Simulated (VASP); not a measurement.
Here is the system:

```
CELL_PARAMETERS angstrom
      4.39033     0.00000     0.00000
      0.00000     4.39033     0.00000
      0.00000     0.00000     2.89108
ATOMIC_POSITIONS crystal
  Cr 0.00000 0.00000 0.00000
  Cr 0.50000 0.50000 0.50000
  O  0.30336 0.30336 0.00000
  O  0.80336 0.19664 0.50000
  O  0.19664 0.80336 0.50000
  O  0.69664 0.69664 0.00000
```
Starting moments (μB, in the order of the record's atoms Cr Cr O O O O): 2.1 2.1 -0.1 -0.1 -0.1 -0.1.

Level of theory: PBEsol GGA, VASP's PBE PAW potentials (set 64) (plane waves; VASP). Run with 620 eV cut-off, 7×7×11 Γ-centred mesh, first-order Methfessel-Paxton smearing of 0.10 eV, potentials Cr_pv O.

Task: What does the run give for the cell moment, energy per atom (σ→0), band gap (on the k-mesh) with the smallest direct gap where there is one?

Result: 
```yaml
band gap (on the k-mesh): none (metal, semimetal or under 0.01 eV)
cell_moment: 4.00 μB
energy per atom (σ→0): -8842 meV/atom
```

Task: Give the moment on each site (PAW-sphere projection).

Result: 
```tsv
site	moment (μB)
Cr1	2.06
Cr2	2.06
O3	-0.06
O4	-0.06
O5	-0.06
O6	-0.06
```

Total energies compare only between runs with the same potentials, cut-off and functional.

The compound is CrO2 in the rutile structure. It was relaxed first.
